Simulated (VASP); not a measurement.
The input files of a VASP run:

### POSCAR
```
CdF2
1
    0.0000000000     2.7489000000     2.7489000000
    2.7489000000     0.0000000000     2.7489000000
    2.7489000000     2.7489000000     0.0000000000
Cd F
1 2
Direct
  0.0000000000   0.0000000000   0.0000000000
  0.2500000000   0.2500000000   0.2500000000
  0.7500000000   0.7500000000   0.7500000000
```

**INCAR**
```
SYSTEM = CdF2
PREC = Accurate
ENCUT = 300
EDIFF = 1E-6
NELM = 100
ALGO = Normal
LREAL = .FALSE.
LASPH = .TRUE.
ISMEAR = 0
SIGMA = 0.05
GGA = PE
LMAXMIX = 4
LWAVE = .FALSE.
LCHARG = .FALSE.
ISIF = 3
IBRION = 2
NSW = 40
EDIFFG = -0.01
```

KPOINTS:
```
Automatic mesh
0
Gamma
5 5 5
0 0 0
```

POTCAR, in this order: Cd F (PBE.64 set). Program: vasp_std.

Output

**standard output**
```
...
DAV:   9     0.101264890628E+02    0.28502E-02   -0.32371E-03   408   0.121E+00    0.109E+00
DAV:  10     0.101270649812E+02    0.57592E-03   -0.89415E-04   370   0.441E-01    0.825E-01
DAV:  11     0.101270999205E+02    0.34939E-04   -0.39668E-05   345   0.784E-02    0.732E-01
DAV:  12     0.101271999994E+02    0.10008E-03   -0.25837E-05   391   0.101E-01    0.635E-01
DAV:  13     0.101273669670E+02    0.16697E-03   -0.11566E-04   399   0.210E-01    0.447E-01
DAV:  14     0.101275289532E+02    0.16199E-03   -0.34440E-04   432   0.356E-01    0.139E-01
DAV:  15     0.101275397955E+02    0.10842E-04   -0.58492E-05   372   0.109E-01    0.379E-02
DAV:  16     0.101275412461E+02    0.14507E-05   -0.28865E-06   272   0.249E-02    0.214E-02
DAV:  17     0.101275422513E+02    0.10052E-05   -0.20070E-06   224   0.281E-02    0.901E-03
DAV:  18     0.101275423468E+02    0.95496E-07   -0.25469E-06   233   0.270E-02
   2 F= 0.10127542E+02 E0= 0.10127542E+02  d E =0.213053E+02
 trial-energy change:   21.305286  1 .order   25.232282  -12.796563   63.261127
 step:   0.2217(harm=  0.1682)  dis= 0.00000  next Energy=   -12.639053 (dE=-0.146E+01)
 bond charge predicted
       N       E                     dE             d eps       ncg     rms          rms(c)
DAV:   1    -0.971538623256E+02   -0.10728E+03   -0.24098E+03   340   0.590E+02    0.147E+02
DAV:   2    -0.279659735321E+02    0.69188E+02   -0.22821E+02   340   0.152E+02    0.125E+02
DAV:   3    -0.190363127570E+02    0.89297E+01   -0.89141E+00   341   0.305E+01    0.101E+02
DAV:   4    -0.132424355824E+02    0.57939E+01   -0.99796E+00   359   0.442E+01    0.392E+01
DAV:   5    -0.129197199424E+02    0.32272E+00   -0.74506E-01   341   0.869E+00    0.132E+01
DAV:   6    -0.128812509683E+02    0.38469E-01   -0.25906E-01   350   0.976E+00    0.525E-01
DAV:   7    -0.128781910626E+02    0.30599E-02   -0.27512E-02   341   0.272E+00    0.367E-01
DAV:   8    -0.128791303766E+02   -0.93931E-03   -0.22873E-03   341   0.523E-01    0.106E-01
DAV:   9    -0.128791472437E+02   -0.16867E-04   -0.14411E-04   370   0.167E-01    0.107E-01
DAV:  10    -0.128791522524E+02   -0.50087E-05   -0.10086E-04   340   0.142E-01    0.854E-02
DAV:  11    -0.128791511673E+02    0.10851E-05   -0.81058E-06   349   0.600E-02    0.152E-02
DAV:  12    -0.128791514224E+02   -0.25507E-06   -0.55257E-07   253   0.715E-03
   3 F= -.12879151E+02 E0= -.12879151E+02  d E =-.170141E+01
 curvature:  -0.08 expect dE=-0.322E-01 dE for cont linesearch -0.322E-01
 ZBRENT: interpolating
 opt :   0.2481  next Energy=   -12.908356 (dE=-0.173E+01)
 bond charge predicted
       N       E                     dE             d eps       ncg     rms          rms(c)
DAV:   1    -0.130397645394E+02   -0.16061E+00   -0.26026E+00   342   0.203E+01    0.250E+00
DAV:   2    -0.129334569356E+02    0.10631E+00   -0.30768E-01   343   0.580E+00    0.760E-01
DAV:   3    -0.129243231376E+02    0.91338E-02   -0.23215E-02   340   0.298E+00    0.662E-01
DAV:   4    -0.129233979465E+02    0.92519E-03   -0.26108E-03   365   0.741E-01    0.398E-01
DAV:   5    -0.129232665717E+02    0.13137E-03   -0.76841E-04   340   0.368E-01    0.502E-02
DAV:   6    -0.129232463809E+02    0.20191E-04   -0.67427E-05   365   0.194E-01    0.144E-02
DAV:   7    -0.129232494545E+02   -0.30735E-05   -0.15492E-05   350   0.564E-02    0.467E-03
DAV:   8    -0.129232497433E+02   -0.28884E-06   -0.26326E-06   332   0.271E-02
   4 F= -.12923250E+02 E0= -.12923250E+02  d E =-.174551E+01
 curvature:  -0.08 expect dE=-0.513E-02 dE for cont linesearch -0.513E-02
 ZBRENT: interpolating
 opt :   0.2668  next Energy=   -12.932079 (dE=-0.175E+01)
 bond charge predicted
       N       E                     dE             d eps       ncg     rms          rms(c)
DAV:   1    -0.129919497432E+02   -0.68700E-01   -0.13292E+00   342   0.146E+01    0.178E+00
DAV:   2    -0.129379675960E+02    0.53982E-01   -0.15464E-01   343   0.414E+00    0.560E-01
DAV:   3    -0.129332463418E+02    0.47213E-02   -0.12017E-02   340   0.213E+00    0.485E-01
DAV:   4    -0.129327695584E+02    0.47678E-03   -0.13265E-03   365   0.538E-01    0.286E-01
DAV:   5    -0.129327103033E+02    0.59255E-04   -0.39632E-04   340   0.264E-01    0.346E-02
DAV:   6    -0.129327005103E+02    0.97930E-05   -0.31210E-05   366   0.132E-01    0.106E-02
DAV:   7    -0.129327022051E+02   -0.16948E-05   -0.77698E-06   346   0.411E-02    0.318E-03
DAV:   8    -0.129327023899E+02   -0.18486E-06   -0.12702E-06   178   0.188E-02
   5 F= -.12932702E+02 E0= -.12932702E+02  d E =-.175496E+01
 curvature:  -0.13 expect dE=-0.102E-05 dE for cont linesearch -0.102E-05
 trial: gam=-0.00078 g(F)=  0.361E-45 g(S)=  0.779E-05 ort = 0.998E-02 (trialstep = 0.853E+00)
 search vector abs. value=  0.105E-09
 reached required accuracy - stopping structural energy minimisation
```

### OUTCAR
```
------------------------ aborting loop because EDIFF is reached ----------------------------------------
  FORCE on cell =-STRESS in cart. coord.  units (eV):
  Direction    XX          YY          ZZ          XY          YZ          ZX
  --------------------------------------------------------------------------------------
  Total       -0.0127039     -0.0127039     -0.0127039     -0.0000000     -0.0000000      0.0000000
  in kB       -0.6088517     -0.6088517     -0.6088517     -0.0000000     -0.0000000      0.0000000
  external PRESSURE =      -0.6088517 kB  Pullay stress =       0.0000000 kB
  volume of cell :       33.43
      direct lattice vectors                 reciprocal lattice vectors
    -0.000000000  2.556827737  2.556827737    -0.195554825  0.195554825  0.195554825
     2.556827737  0.000000000  2.556827737     0.195554825 -0.195554825  0.195554825
     2.556827737  2.556827737  0.000000000     0.195554825  0.195554825 -0.195554825
 POSITION                                       TOTAL-FORCE (eV/Angst)
 -----------------------------------------------------------------------------------
      0.00000      0.00000      0.00000         0.000000      0.000000      0.000000
      1.27841      1.27841      1.27841        -0.000000     -0.000000     -0.000000
      3.83524      3.83524      3.83524         0.000000      0.000000      0.000000
 -----------------------------------------------------------------------------------
    total drift:                               -0.000000      0.000000      0.000000
  FREE ENERGIE OF THE ION-ELECTRON SYSTEM (eV)
  ---------------------------------------------------
  free  energy   TOTEN  =       -12.9327023899 eV

  energy  without entropy=      -12.9327023899  energy(sigma->0) =      -12.93270239

 reached required accuracy - stopping structural energy minimisation
```
(Selected blocks of OUTCAR.)

Task: Read the log: what went wrong, and how is it fixed?

Result: The cause: ENCUT is too low for a cell relaxation, so Pulay stress biases the volume. The run ends without an error. Against the sound run, the energy per atom (σ→0) drops by 0.675 eV/atom; the pressure drops by 0.11 GPa; the band gap rises by 0.80 eV; the volume drops by 19 %. To mend it, set ENCUT = 520.

The mended run (PBE GGA, plane waves, VASP's PBE PAW potentials (set 64)) converges, and its OSZICAR ends with
```
   2 F= -.10906290E+02 E0= -.10906290E+02  d E =-.146335E-03
```

The compound is CdF2 in the fluorite structure.
